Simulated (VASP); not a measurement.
Shape and ions are relaxed at each volume.

Energy against volume of SnO₂ (rutile). Method: vdW-DF2, VASP's PBE PAW potentials (set 64) (plane waves; VASP).

| V (Å³/atom) | E (eV/atom) |
|---|---|
| 12.426 | -3.89231 |
| 12.823 | -3.91216 |
| 13.220 | -3.91860 |
| 13.616 | -3.91417 |
| 14.013 | -3.90094 |

Fit a third-order Birch-Murnaghan equation of state.

The volume per atom is 13.24 Å³/atom. The bulk modulus is 144 GPa. The pressure derivative of the bulk modulus comes out as 6.04.

The compound is SnO2 in the rutile structure. It was relaxed first, which changed the volume by +11 %.
